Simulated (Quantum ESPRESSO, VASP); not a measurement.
An input for Quantum ESPRESSO (LDA (PZ), GBRV 1.5 ultrasoft (LDA) pseudopotentials):

```
&CONTROL
   calculation = 'scf'
   prefix = 'inse'
   outdir = './tmp'
   pseudo_dir = './'
   tprnfor = .true.
   tstress = .true.
/
&SYSTEM
   ibrav = 0
   celldm(1) = 7.648345675
   nat = 8
   ntyp = 2
   ecutwfc = 40
   ecutrho = 200
   occupations = 'smearing'
   smearing = 'fermi-dirac'
   degauss = 0.000734986
/
&ELECTRONS
   conv_thr = 1.0d-10
/
ATOMIC_SPECIES
In   114.8180  in_lda_v1.4.uspp.F.UPF
Se    78.9710  se_lda_v1.uspp.F.UPF
ATOMIC_POSITIONS {crystal}
In    0.000000000    0.000000000    0.577390000
In    0.000000000    0.000000000    0.422610000
In    0.333333333    0.666666667    0.922610000
In    0.333333333    0.666666667    0.077390000
Se    0.666666667    0.333333333    0.853000000
Se    0.666666667    0.333333333    0.147000000
Se    0.333333333    0.666666667    0.647020000
Se    0.333333333    0.666666667    0.352980000
K_POINTS {automatic}
6 6 2  0 0 0
CELL_PARAMETERS {alat}
   1.000000000     0.000000000     0.000000000
  -0.500000000     0.866025404     0.000000000
   0.000000000     0.000000000     4.460238963
```

Question: Translate it to VASP.

Answer: One set of files that does it:

### POSCAR
```
InSe
1.0
  4.0473300000   0.0000000000   0.0000000000
 -2.0236650000   3.5050910000   0.0000000000
  0.0000000000   0.0000000000  18.0520600000
In Se
4 4
Cart
  0.0000000000   0.0000000000  10.4230789234
  0.0000000000   0.0000000000   7.6289810766
 -0.0000020237   2.3367285017  16.6550110766
 -0.0000020237   2.3367285017   1.3970489234
  2.0236670237   1.1683624983  15.3984071800
  2.0236670237   1.1683624983   2.6536528200
 -0.0000020237   2.3367285017  11.6800438612
 -0.0000020237   2.3367285017   6.3720161388
```

**INCAR**
```
ALGO  =  Normal
EDIFF  =  1E-6
ENCUT  =  300
ISIF  =  2
ISMEAR  =  -1
LASPH  =  .True.
LCHARG  =  .False.
LMAXMIX  =  4
LREAL  =  .False.
LWAVE  =  .False.
NELM  =  100
PREC  =  Accurate
SIGMA  =  0.01
SYSTEM  =  InSe
```

### KPOINTS
```
Automatic mesh
0
Gamma
6 6 2
0 0 0
```

POTCAR, in this order: In_d Se (LDA.64 set). Program: vasp_std.

The two runs describe the same crystal, functional and task. Each code takes its own potentials, basis and convergence tests.

VASP's LDA is the Perdew-Zunger fit; the other code's may be Perdew-Wang, which differs slightly.

The structure comes from a computed database's InSe entry (P-6m2); how it stands against other phases isn't given here. The cell was not relaxed at this level, and it may have been scaled.
